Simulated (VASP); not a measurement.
Method: PBEsol GGA, VASP's PBE PAW potentials (set 64) (plane waves; VASP 6.6.1).

Input for VASP

### KPOINTS
```
kpoints
0
Gamma
  10 10 10
0 0 0
```

### INCAR
```
ALGO=Normal
EDIFF=1E-6
EDIFFG=-0.01
ENCUT=400
GGA=PS
IBRION=2
ISIF=3
ISMEAR=0
LASPH=T
LCHARG=F
LREAL=F
LWAVE=F
NELM=100
NSW=60
PREC=Accurate
SIGMA=0.05
SYSTEM=Cl
```

### POSCAR
```
Cl
1.0
 -1.7462500000   1.7462500000   1.7462500000
  1.7462500000  -1.7462500000   1.7462500000
  1.7462500000   1.7462500000  -1.7462500000
Cl
1
Cart
  0.0000000000   0.0000000000   0.0000000000
```

POTCAR, in this order: Cl (PBE.64 set). Program: vasp_std.

Output of the run:

OUTCAR:
```
 ion  position               nearest neighbor table
   1  0.000  0.000  0.000-
  LATTYP: Found a body centered cubic cell.
 ALAT       =     3.4925000000
 Subroutine PRICEL returns:
 Original cell was already a primitive cell.
 Subroutine GETGRP returns: Found 48 space group operations
The static configuration has the point symmetry O_h .
The dynamic configuration has the point symmetry O_h .
 Subroutine INISYM returns: Found 48 space group operations
 Subroutine IBZKPT returns following result:
 Found     47 irreducible k-points:

 Following reciprocal coordinates:
            Coordinates               Weight
  0.000000  0.000000  0.000000      1.000000
  0.100000  0.000000  0.000000     12.000000
  0.200000  0.000000  0.000000     12.000000
  0.300000  0.000000  0.000000     12.000000
  0.400000  0.000000  0.000000     12.000000
  0.500000  0.000000  0.000000      6.000000
  0.100000  0.100000  0.000000     24.000000
  0.200000  0.100000 -0.000000     48.000000
  0.300000  0.100000  0.000000     48.000000
  0.400000  0.100000  0.000000     48.000000
  0.200000  0.200000  0.000000     24.000000
  0.300000  0.200000 -0.000000     48.000000
  0.400000  0.200000 -0.000000     24.000000
  0.300000  0.300000  0.000000     24.000000
  0.100000  0.100000  0.100000      8.000000
  0.200000  0.100000  0.100000     24.000000
  0.300000  0.100000  0.100000     24.000000
  0.400000  0.100000  0.100000     12.000000
 -0.100000  0.100000  0.100000      6.000000
  0.200000  0.200000  0.100000     24.000000
  0.300000  0.200000  0.100000     48.000000
 -0.200000  0.200000  0.100000     24.000000
  0.300000  0.300000  0.100000      8.000000
 -0.300000  0.300000  0.100000     24.000000
 -0.200000  0.300000  0.100000     24.000000
...
```

### OSZICAR
```
       N       E                     dE             d eps       ncg     rms          rms(c)
DAV:   1     0.205951260036E+02    0.20595E+02   -0.27645E+03   665   0.630E+02
DAV:   2    -0.693228401087E+00   -0.21288E+02   -0.20977E+02   924   0.108E+02
DAV:   3    -0.120443599281E+01   -0.51121E+00   -0.49244E+00   805   0.196E+01
DAV:   4    -0.120603658096E+01   -0.16006E-02   -0.16000E-02  1092   0.122E+00
DAV:   5    -0.120603726894E+01   -0.68798E-06   -0.68817E-06   854   0.204E-02    0.404E+00
DAV:   6    -0.120349446259E+01    0.25428E-02   -0.59349E-03   784   0.546E-01    0.251E+00
DAV:   7    -0.120358512930E+01   -0.90667E-04   -0.64969E-03   805   0.593E-01    0.184E-01
DAV:   8    -0.120345308995E+01    0.13204E-03   -0.66029E-04   742   0.174E-01    0.142E-02
DAV:   9    -0.120345381298E+01   -0.72303E-06   -0.38313E-06  1148   0.201E-02
   1 F= -.12034538E+01 E0= -.12019430E+01  d E =-.120345E+01
       N       E                     dE             d eps       ncg     rms          rms(c)
DAV:   1    -0.138223557956E+01   -0.17878E+00   -0.41105E+00   658   0.169E+01    0.237E+00
DAV:   2    -0.125229242272E+01    0.12994E+00   -0.21853E-01   679   0.350E+00    0.843E-01
DAV:   3    -0.122520885072E+01    0.27084E-01   -0.10914E-01   665   0.237E+00    0.746E-01
DAV:   4    -0.122527163649E+01   -0.62786E-04   -0.49190E-04   952   0.236E-01    0.511E-01
DAV:   5    -0.122532177283E+01   -0.50136E-04   -0.21824E-04   693   0.117E-01    0.456E-02
DAV:   6    -0.122531694045E+01    0.48324E-05   -0.18657E-06   882   0.126E-02    0.356E-02
DAV:   7    -0.122531680956E+01    0.13089E-06   -0.20246E-07   371   0.403E-03
   2 F= -.12253168E+01 E0= -.12239545E+01  d E =-.218630E-01
       N       E                     dE             d eps       ncg     rms          rms(c)
DAV:   1    -0.125673456128E+01   -0.31418E-01   -0.75784E-01   658   0.720E+00    0.102E+00
DAV:   2    -0.123294873633E+01    0.23786E-01   -0.39732E-02   679   0.152E+00    0.372E-01
DAV:   3    -0.122791083695E+01    0.50379E-02   -0.19969E-02   686   0.102E+00    0.365E-01
DAV:   4    -0.122793372879E+01   -0.22892E-04   -0.10187E-04   924   0.106E-01    0.181E-01
DAV:   5    -0.122794357206E+01   -0.98433E-05   -0.36970E-05   714   0.467E-02    0.205E-02
DAV:   6    -0.122794286534E+01    0.70672E-06   -0.20017E-07   434   0.487E-03
   3 F= -.12279429E+01 E0= -.12266284E+01  d E =-.244891E-01
```

**OUTCAR**
```
------------------------ aborting loop because EDIFF is reached ----------------------------------------
  FORCE on cell =-STRESS in cart. coord.  units (eV):
  Direction    XX          YY          ZZ          XY          YZ          ZX
  --------------------------------------------------------------------------------------
  Total       -0.0084158     -0.0084158     -0.0084158      0.0000000      0.0000000      0.0000000
  in kB       -0.6980760     -0.6980760     -0.6980760      0.0000000      0.0000000      0.0000000
  external PRESSURE =      -0.6980760 kB  Pullay stress =       0.0000000 kB
  volume of cell :       19.32
      direct lattice vectors                 reciprocal lattice vectors
    -1.690234655  1.690234655  1.690234655     0.000000000  0.295816914  0.295816914
     1.690234655 -1.690234655  1.690234655     0.295816914  0.000000000  0.295816914
     1.690234655  1.690234655 -1.690234655     0.295816914  0.295816914  0.000000000
 POSITION                                       TOTAL-FORCE (eV/Angst)
 -----------------------------------------------------------------------------------
      0.00000      0.00000      0.00000        -0.000000      0.000000      0.000000
 -----------------------------------------------------------------------------------
    total drift:                                0.000000     -0.000000      0.000000
  FREE ENERGIE OF THE ION-ELECTRON SYSTEM (eV)
  ---------------------------------------------------
  free  energy   TOTEN  =        -1.2279428653 eV

  energy  without entropy=       -1.2253139739  energy(sigma->0) =       -1.22662842

 reached required accuracy - stopping structural energy minimisation
```
(Selected blocks of OUTCAR.)

CONTCAR:
```
Cl
   1.00000000000000
    -1.6902346549599492    1.6902346549599492    1.6902346549599492
     1.6902346549599492   -1.6902346549599492    1.6902346549599492
     1.6902346549599492    1.6902346549599492   -1.6902346549599492
  Cl
     1
Direct
     0.0000000000000000    0.0000000000000000    0.0000000000000000
```

**OUTCAR**
```
 val. band max:        2.9201733323   @ k =  -0.2000   0.3000   0.1000

 cond. band min:       2.9330956915   @ k =   0.4000   0.2000  -0.0000


 Fermi energy:         2.9222970014

 k-point     1 :       0.0000    0.0000    0.0000
  band No.  band energies     occupation
      1     -13.1587      2.00000
      2       3.7626      0.00000
      3       3.7626      0.00000
      4       3.7626      0.00000
      5      13.1553      0.00000
      6      16.9945      0.00000
      7      16.9945      0.00000

 k-point     2 :       0.1000    0.0000    0.0000
  band No.  band energies     occupation
      1     -13.0022      2.00000
      2       3.0434      0.00061
      3       3.5634      0.00000
      4       3.7356      0.00000
      5      13.7490      0.00000
      6      16.4915      0.00000
      7      16.7785      0.00000

 k-point     3 :       0.2000    0.0000    0.0000
  band No.  band energies     occupation
      1     -12.5578      2.00000
      2       1.4172      2.00000
      3       3.0906      0.00000
      4       3.6629      0.00000
      5      14.0046      0.00000
      6      15.4787      0.00000
      7      16.8732      0.00000

 k-point     4 :       0.3000    0.0000    0.0000
  band No.  band energies     occupation
      1     -11.9169      2.00000
      2      -0.3665      2.00000
      3       2.5808      2.00000
      4       3.5697      0.00000
      5      12.9101      0.00000
      6      14.5440      0.00000
      7      18.3928      0.00000

 k-point     5 :       0.4000    0.0000    0.0000
  band No.  band energies     occupation
      1     -11.2850      2.00000
      2      -1.7764      2.00000
      3       2.2134      2.00000
      4       3.4918      0.00000
      5      12.0259      0.00000
      6      13.9293      0.00000
      7      19.9906      0.00000

 k-point     6 :       0.5000    0.0000    0.0000
  band No.  band energies     occupation
      1     -11.0026      2.00000
...
```

Energy and stress use the plane-wave basis of the starting cell.

The structure was generated: Cl was put into the bcc type (Im-3m), which need not be its known phase. This run relaxes it. Symmetry was kept, so distortions that lower it aren't found.
